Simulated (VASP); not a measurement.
# Ni4N3 (Pm-3m) in VASP: reference runs

Reference runs on Ni4N3: the cell as given and a disturbed copy.

Everything below comes from runs of VASP 6.6.1. Logs are shortened: lines on timing, memory, paths and dates and some standing lists are left out, and cuts for length are marked.

## Step 1: The structure

It takes space group Pm-3m (No. 221, cubic). Conventional cell: a = 3.961 Å, b = 3.961 Å, c = 3.961 Å, α = 90.00°, β = 90.00°, γ = 90.00°. Around Ni (site symmetry 4/mmm) lie 4 N at 1.98 Å. Around Ni (site symmetry m-3m) lie 6 N at 1.98 Å. N (site symmetry 4/mmm) has 6 Ni at 1.98 Å as nearest neighbours.

The cell comes from a database or a generator and needn't be the stable form of this composition.

## Step 2: Single point, PBE, collinear spin, ferromagnetic start

The input, INCAR:

```
ALGO = Normal
EDIFF = 1E-7
ENCUT = 520
GGA = PE
ISIF = 2
ISMEAR = -1
ISPIN = 2
LASPH = True
LCHARG = False
LMAXMIX = 4
LORBIT = 11
LREAL = False
LWAVE = False
MAGMOM = 1 1 1 1 0 0 0
NBANDS = 40
NELM = 100
PREC = Accurate
SIGMA = 0.05
```

The input, KPOINTS:

```
k-points
0
Gamma
  7 7 7
```

The input, POSCAR:

```
Ni4N3
1.0
    3.9611120000      0.0000000000      0.0000000000
    0.0000000000      3.9611120000      0.0000000000
    0.0000000000      0.0000000000      3.9611120000
Ni N
4 3
Direct
    0.0000000000      0.0000000000      0.5000000000
    0.5000000000      0.5000000000      0.5000000000
    0.5000000000      0.0000000000      0.0000000000
    0.0000000000      0.5000000000      0.0000000000
    0.5000000000      0.5000000000      0.0000000000
    0.0000000000      0.5000000000      0.5000000000
    0.5000000000      0.0000000000      0.5000000000
```

Potentials or basis: VASP PAW PBE potentials, release 64 (Ni, N).

Launch:

```bash
> cat potpaw_PBE.64/Ni/POTCAR potpaw_PBE.64/N/POTCAR > POTCAR
> mpirun -np 1 vasp_std > vasp.out
```

OUTCAR:

```text
EDIFF = 1E-7
   ENCUT = 520
   GGA = PE
   ISIF = 2
   ISMEAR = -1
   ISPIN = 2
   LASPH = True
   LORBIT = 11
   LREAL = False
   NELM = 100
   PREC = Accurate

 ion  position               nearest neighbor table
   1  0.000  0.000  0.500-   6 1.98   7 1.98   6 1.98   7 1.98   3 2.80   3 2.80   4 2.80   2 2.80
                             4 2.80   4 2.80   4 2.80   2 2.80   3 2.80   2 2.80   3 2.80   2 2.80
   2  0.500  0.500  0.500-   5 1.98   6 1.98   7 1.98   5 1.98   7 1.98   6 1.98   3 2.80   4 2.80
                             1 2.80   1 2.80   3 2.80   3 2.80   3 2.80   1 2.80   4 2.80   4 2.80
   3  0.500  0.000  0.000-   5 1.98   7 1.98   7 1.98   5 1.98   2 2.80   1 2.80   2 2.80   4 2.80
                             2 2.80   4 2.80   1 2.80   2 2.80   1 2.80   4 2.80   1 2.80   4 2.80
   4  0.000  0.500  0.000-   5 1.98   6 1.98   6 1.98   5 1.98   2 2.80   1 2.80   2 2.80   3 2.80
                             1 2.80   3 2.80   1 2.80   2 2.80   3 2.80   1 2.80   2 2.80   3 2.80
   5  0.500  0.500  0.000-   2 1.98   3 1.98   4 1.98   2 1.98   3 1.98   4 1.98
   6  0.000  0.500  0.500-   1 1.98   2 1.98   4 1.98   4 1.98   1 1.98   2 1.98
   7  0.500  0.000  0.500-   1 1.98   2 1.98   3 1.98   3 1.98   2 1.98   1 1.98

  LATTYP: Found a simple cubic cell.
 ALAT       =     3.9611120000

  Lattice vectors:

 A1 = (   3.9611120000,   0.0000000000,   0.0000000000)
 A2 = (   0.0000000000,   3.9611120000,   0.0000000000)
 A3 = (   0.0000000000,   0.0000000000,   3.9611120000)

Analysis of symmetry for initial positions (statically):
=====================================================================
 Subroutine PRICEL returns:
 Original cell was already a primitive cell.

 Routine SETGRP: Setting up the symmetry group for a
 simple cubic supercell.

 Subroutine GETGRP returns: Found 48 space group operations
 (whereof 48 operations were pure point group operations)
 out of a pool of 48 trial point group operations.

The static configuration has the point symmetry O_h .

Analysis of symmetry for dynamics (positions and initial velocities):
=====================================================================
 Subroutine PRICEL returns:
 Original cell was already a primitive cell.

 Routine SETGRP: Setting up the symmetry group for a
 simple cubic supercell.

 Subroutine GETGRP returns: Found 48 space group operations
 (whereof 48 operations were pure point group operations)
 out of a pool of 48 trial point group operations.

The dynamic configuration has the point symmetry O_h .

Analysis of structural, dynamic, and magnetic symmetry:
=====================================================================
[... 160 lines left out ...]
  ext. energy  EPLUGINS =         0.00000000
  ---------------------------------------------------
  free energy    TOTEN  =       -44.07616350 eV

  energy without entropy =      -44.03130926  energy(sigma->0) =      -44.05373638

 E-fermi :   9.1338     XC(G=0): -13.1393

 val. band max:        9.1123144696   @ k =   0.4286   0.1429   0.0000
 cond. band min:       9.1546250213   @ k =   0.0000   0.0000   0.0000
 fundamental gap:      0.0423105517
 Fermi energy:         9.1337811942

 spin component 1

 k-point     1 :       0.0000    0.0000    0.0000
  band No.  band energies     occupation
      1      -8.3285      1.00000
      2      -5.8470      1.00000
      3      -5.8470      1.00000
      4       2.8580      1.00000
      5       2.8580      1.00000
      6       2.8580      1.00000
[... 829 lines left out ...]
     38      19.7764      0.00000
     39      19.8236      0.00000
 Fermi energy:         9.1337811942

 spin component 2

 k-point     1 :       0.0000    0.0000    0.0000
  band No.  band energies     occupation
      1      -8.3285      1.00000
      2      -5.8470      1.00000
      3      -5.8470      1.00000
      4       2.8580      1.00000
      5       2.8580      1.00000
      6       2.8580      1.00000
[... 829 lines left out ...]
     38      19.7764      0.00000
     39      19.8236      0.00000
 [bands above 39 left out]

------------------------ aborting loop because EDIFF is reached ----------------------------------------

  FORCE on cell =-STRESS in cart. coord.  units (eV):
  Direction    XX          YY          ZZ          XY          YZ          ZX
  --------------------------------------------------------------------------------------
  -------------------------------------------------------------------------------------
  Total        0.4352890      0.4352890      0.4352890     -0.0000000      0.0000000     -0.0000000
  in kB       11.2211381     11.2211381     11.2211381     -0.0000000      0.0000000     -0.0000000
  external PRESSURE =      11.2211381 kB  Pullay stress =       0.0000000 kB

 VOLUME and BASIS-vectors are now :
 -----------------------------------------------------------------------------
  energy-cutoff  :      520.00
  volume of cell :       62.15
      direct lattice vectors                 reciprocal lattice vectors
     3.961112000  0.000000000  0.000000000     0.252454361  0.000000000  0.000000000
     0.000000000  3.961112000  0.000000000     0.000000000  0.252454361  0.000000000
     0.000000000  0.000000000  3.961112000     0.000000000  0.000000000  0.252454361

 POSITION                                       TOTAL-FORCE (eV/Angst)
 -----------------------------------------------------------------------------------
      0.00000      0.00000      1.98056         0.000000      0.000000      0.000000
      1.98056      1.98056      1.98056         0.000000      0.000000      0.000000
      1.98056      0.00000      0.00000         0.000000      0.000000      0.000000
      0.00000      1.98056      0.00000         0.000000      0.000000      0.000000
      1.98056      1.98056      0.00000         0.000000      0.000000      0.000000
      0.00000      1.98056      1.98056         0.000000      0.000000      0.000000
      1.98056      0.00000      1.98056         0.000000      0.000000      0.000000
 -----------------------------------------------------------------------------------
    total drift:                                0.000000     -0.000000      0.000000

  FREE ENERGIE OF THE ION-ELECTRON SYSTEM (eV)
  ---------------------------------------------------
  free  energy   TOTEN  =       -44.0761635004 eV

  energy  without entropy=      -44.0313092573  energy(sigma->0) =      -44.05373638

 total charge

# of ion       s       p       d       tot
------------------------------------------
    1        0.408   0.546   8.377   9.331
    2        0.465   0.652   8.389   9.505
    3        0.408   0.546   8.377   9.331
    4        0.408   0.546   8.377   9.331
    5        1.247   2.420   0.000   3.667
    6        1.247   2.420   0.000   3.667
    7        1.247   2.420   0.000   3.667
--------------------------------------------------
tot          5.428   9.552  33.520  48.500

 magnetization (x)

# of ion       s       p       d       tot
------------------------------------------
    1       -0.000   0.000  -0.000  -0.000
    2       -0.000  -0.000  -0.000  -0.000
    3       -0.000   0.000  -0.000  -0.000
    4       -0.000   0.000  -0.000  -0.000
    5        0.000   0.000   0.000   0.000
    6        0.000   0.000   0.000   0.000
    7        0.000   0.000   0.000   0.000
--------------------------------------------------
tot         -0.000   0.000  -0.000  -0.000
```

It took 66 s on 1 thread of Intel Xeon 6975P-C (Granite Rapids), shared host; peak memory 0.22 GiB.

Results:

```
Free energy                                           : -44.0762 eV
Pressure                                              : 1.1 GPa
Band gap on the k mesh                                : none (metal or under the smearing width)
Net moment                                            : 0.00 μB per cell
Valence electrons inside the program's atomic spheres : Ni 9.33, 9.51; N 3.67
```

## Step 3: Single point, PBE, collinear spin, ferromagnetic start (atoms moved at random, drawn with an rms of 0.05 Å)

The input, INCAR:

```
ALGO     = Normal         # electronic algorithm
EDIFF    = 1E-7           # SCF threshold, eV
ENCUT    = 520            # plane-wave cutoff, eV
GGA      = PE             # functional
ISIF     = 2              # what is computed and relaxed
ISMEAR   = -1             # smearing method
ISPIN    = 2              # spin polarisation
LASPH    = T              # aspherical terms in the spheres
LCHARG   = F              # write CHGCAR
LMAXMIX  = 4              # l up to which the mixer works
LORBIT   = 11             # projections on sites
LREAL    = F              # projectors in reciprocal space
LWAVE    = F              # write WAVECAR
MAGMOM   = 1 1 1 1 0 0 0  # initial moments
NBANDS   = 40             # bands
NELM     = 150            # most SCF steps
PREC     = Accurate       # precision mode
SIGMA    = 0.05           # smearing width, eV
```

KPOINTS is that of step 2.

The input, POSCAR:

```
Ni4N3
1.0
    3.9611120000      0.0000000000      0.0000000000
    0.0000000000      3.9611120000      0.0000000000
    0.0000000000      0.0000000000      3.9611120000
Ni N
4 3
Direct
    0.0047130000     -0.0054870000      0.4972220000
    0.4892910000      0.4948450000      0.5019560000
    0.4968940000      0.0000630000     -0.0102920000
   -0.0005920000      0.4923950000      0.0013050000
    0.4984460000      0.5182780000     -0.0047800000
    0.0031000000      0.4965060000      0.4899920000
    0.4882010000     -0.0027640000      0.5096560000
```

Potentials or basis: VASP PAW PBE potentials, release 64 (Ni, N).

Launch:

```bash
> cat potpaw_PBE.64/Ni/POTCAR potpaw_PBE.64/N/POTCAR > POTCAR
> mpirun -np 1 vasp_std > vasp.out
```

OUTCAR:

```text
EDIFF = 1E-7
   ENCUT = 520
   GGA = PE
   ISIF = 2
   ISMEAR = -1
   ISPIN = 2
   LASPH = T
   LORBIT = 11
   LREAL = F
   NELM = 150
   PREC = Accurate

 ion  position               nearest neighbor table
   1  0.005  0.995  0.497-   7 1.92   6 1.97   6 1.99   7 2.05   2 2.76   3 2.76   2 2.76   4 2.78
                             4 2.80   3 2.80   3 2.80   4 2.81   4 2.82   2 2.84   3 2.84   2 2.85
   2  0.489  0.495  0.502-   6 1.93   5 1.96   7 1.97   7 1.99   5 2.01   6 2.04   3 2.75   1 2.76
                             1 2.76   4 2.77   4 2.77   3 2.78   3 2.82   4 2.83   4 2.83   1 2.84
   3  0.497  0.000  0.990-   7 1.90   5 1.91   5 2.05   7 2.06   2 2.75   1 2.76   4 2.77   2 2.78
                             4 2.79   1 2.80   1 2.80   4 2.82   2 2.82   4 2.83   1 2.84   2 2.85
   4  0.999  0.492  0.001-   6 1.94   5 1.98   5 1.99   6 2.03   2 2.77   3 2.77   2 2.77   1 2.78
                             3 2.79   1 2.80   1 2.81   3 2.82   1 2.82   2 2.83   3 2.83   2 2.83
   5  0.498  0.518  0.995-   3 1.91   2 1.96   4 1.98   4 1.99   2 2.01   3 2.05
   6  0.003  0.497  0.490-   2 1.93   4 1.94   1 1.97   1 1.99   4 2.03   2 2.04
   7  0.488  0.997  0.510-   3 1.90   1 1.92   2 1.97   2 1.99   1 2.05   3 2.06

  LATTYP: Found a simple cubic cell.
 ALAT       =     3.9611120000

  Lattice vectors:

 A1 = (   3.9611120000,   0.0000000000,   0.0000000000)
 A2 = (   0.0000000000,   3.9611120000,   0.0000000000)
 A3 = (   0.0000000000,   0.0000000000,   3.9611120000)

Analysis of symmetry for initial positions (statically):
=====================================================================
 Subroutine PRICEL returns:
 Original cell was already a primitive cell.

 Routine SETGRP: Setting up the symmetry group for a
 simple cubic supercell.

 Subroutine GETGRP returns: Found  1 space group operations
 (whereof  1 operations were pure point group operations)
 out of a pool of 48 trial point group operations.

The static configuration has the point symmetry C_1 .

Analysis of symmetry for dynamics (positions and initial velocities):
[... 1204 lines left out ...]

 spin component 2

 k-point     1 :       0.0000    0.0000    0.0000
  band No.  band energies     occupation
      1      -8.3471      1.00000
      2      -5.8759      1.00000
      3      -5.8580      1.00000
      4       2.8172      1.00000
      5       2.8399      1.00000
      6       2.8481      1.00000
[... 997 lines left out ...]
     38      20.0402      0.00000
     39      21.6885      0.00000

 [... further k-points ...]

 [bands above 39 left out]

------------------------ aborting loop because EDIFF is reached ----------------------------------------

  FORCE on cell =-STRESS in cart. coord.  units (eV):
  Direction    XX          YY          ZZ          XY          YZ          ZX
  --------------------------------------------------------------------------------------
  -------------------------------------------------------------------------------------
  Total        0.9176294      0.8634908      0.9841092     -0.0093427      0.0557316      0.0321101
  in kB       23.6551952     22.2595783     25.3689510     -0.2408407      1.4366825      0.8277545
  external PRESSURE =      23.7612415 kB  Pullay stress =       0.0000000 kB

 VOLUME and BASIS-vectors are now :
 -----------------------------------------------------------------------------
  energy-cutoff  :      520.00
  volume of cell :       62.15
      direct lattice vectors                 reciprocal lattice vectors
     3.961112000  0.000000000  0.000000000     0.252454361  0.000000000  0.000000000
     0.000000000  3.961112000  0.000000000     0.000000000  0.252454361  0.000000000
     0.000000000  0.000000000  3.961112000     0.000000000  0.000000000  0.252454361

 POSITION                                       TOTAL-FORCE (eV/Angst)
 -----------------------------------------------------------------------------------
      0.01867      3.93938      1.96955        -0.597641      0.093258     -0.028032
      1.93814      1.96014      1.98830         0.536493     -0.037800     -0.249119
      1.96825      0.00025      3.92034         0.064783      0.349879      0.633216
      3.95877      1.95043      0.00517        -0.161207      0.127416     -0.255213
      1.97440      2.05296      3.94218         0.113493     -0.555060      0.221870
      0.01228      1.96672      1.94091        -0.469608     -0.021937      0.237042
      1.93382      3.95016      2.01880         0.513686      0.044245     -0.559765
 -----------------------------------------------------------------------------------
    total drift:                                0.000633     -0.001036      0.000503

  FREE ENERGIE OF THE ION-ELECTRON SYSTEM (eV)
  ---------------------------------------------------
  free  energy   TOTEN  =       -43.9904373820 eV

  energy  without entropy=      -43.9440008998  energy(sigma->0) =      -43.96721914

 total charge

# of ion       s       p       d       tot
------------------------------------------
    1        0.411   0.548   8.382   9.342
    2        0.467   0.654   8.392   9.512
    3        0.418   0.553   8.387   9.358
    4        0.409   0.546   8.380   9.335
    5        1.248   2.420   0.000   3.668
    6        1.247   2.422   0.000   3.669
    7        1.248   2.423   0.000   3.672
--------------------------------------------------
tot          5.449   9.566  33.541  48.556

 magnetization (x)

# of ion       s       p       d       tot
------------------------------------------
    1        0.000   0.000   0.000   0.000
    2        0.000   0.000  -0.000  -0.000
    3        0.000   0.000   0.000   0.000
    4        0.000   0.000   0.000   0.000
    5       -0.000  -0.000   0.000  -0.000
    6       -0.000  -0.000   0.000  -0.000
    7       -0.000  -0.000   0.000  -0.000
--------------------------------------------------
tot          0.000  -0.000   0.000   0.000
```

OSZICAR:

```text
N       E                     dE             d eps       ncg     rms          rms(c)
DAV:   1     0.475269110323E+03    0.47527E+03   -0.24591E+04 27752   0.187E+03
[... 14 lines left out ...]
DAV:  16    -0.439904342526E+02    0.66706E-04   -0.45221E-04 38112   0.351E-01    0.375E-02
DAV:  17    -0.439904374853E+02   -0.32327E-05   -0.52416E-05 33232   0.752E-02    0.190E-02
DAV:  18    -0.439904376923E+02   -0.20701E-06   -0.32840E-06 36272   0.168E-02    0.906E-03
DAV:  19    -0.439904378762E+02   -0.18385E-06   -0.11148E-06 40552   0.102E-02    0.460E-03
DAV:  20    -0.439904375659E+02    0.31026E-06   -0.32656E-07 23992   0.945E-03    0.201E-03
DAV:  21    -0.439904373859E+02    0.18005E-06   -0.16529E-07 23368   0.378E-03    0.590E-04
DAV:  22    -0.439904373820E+02    0.38935E-08   -0.35265E-08 19400   0.159E-03
   1 F= -.43990437E+02 E0= -.43967219E+02  d E =-.464365E-01  mag=     0.0000
```

It took 11 min on 1 thread of Intel Xeon 6975P-C (Granite Rapids), shared host; peak memory 0.63 GiB.

Results:

```
Free energy                                           : -43.9904 eV
Pressure                                              : 2.4 GPa
Largest force                                         : 0.761 eV/Å
Band gap on the k mesh                                : none (metal or under the smearing width)
Net moment                                            : 0.00 μB per cell
Valence electrons inside the program's atomic spheres : Ni 9.34, 9.51, 9.36; N 3.67
```

Forces in eV/Å, atoms in the order of the input:
```
Ni  -0.598  0.093 -0.028
Ni   0.536 -0.038 -0.249
Ni   0.065  0.350  0.633
Ni  -0.161  0.127 -0.255
N    0.113 -0.555  0.222
N   -0.470 -0.022  0.237
N    0.514  0.044 -0.560
```
